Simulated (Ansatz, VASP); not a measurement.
# ZnAg: VASP beside Ansatz

```xyz
2
Lattice="3.1876 0.0000 0.0000 0.0000 3.1876 0.0000 0.0000 0.0000 3.1560" Properties=species:S:1:pos:R:3 pbc="T T T"
Zn    1.5938    1.5938    1.5780
Ag    0.0000    0.0000    0.0000
```

Change from the starting cell: equal xx and yy strain of +1 %, PAW files.

Alike in both runs: task electric field gradients; functional LDA; k mesh 12 × 12 × 12; occupations fermi-dirac, width 0.03 eV; no spin polarisation.

|  | VASP | Ansatz |
| --- | --- | --- |
| version | VASP 6.6.1 | Ansatz 0.2.0 |
| potentials or method | VASP PAW LDA potentials, release 64 (Zn, Ag) | PAW with Ansatz's default frozen-core files, scalar-relativistic |
| plane-wave cutoff (eV) | 520 | 420 |
| valence electrons in the cell | 23 | 31 |

|  | VASP | Ansatz | Ansatz less VASP |
| --- | --- | --- | --- |
| pressure (GPa) | -9.3 | -9.7 | -0.38 |
| largest component of the traceless stress (GPa) | 0.42 | 0.42 | -0.002 |
| Vzz of the field gradient on the site that differs most (V/Å²) | -4.8 | -5.0 | -0.16 |

The two sets of potentials don't hold the same shells in valence. Ansatz warned: «gradients_without_spin_orbit».
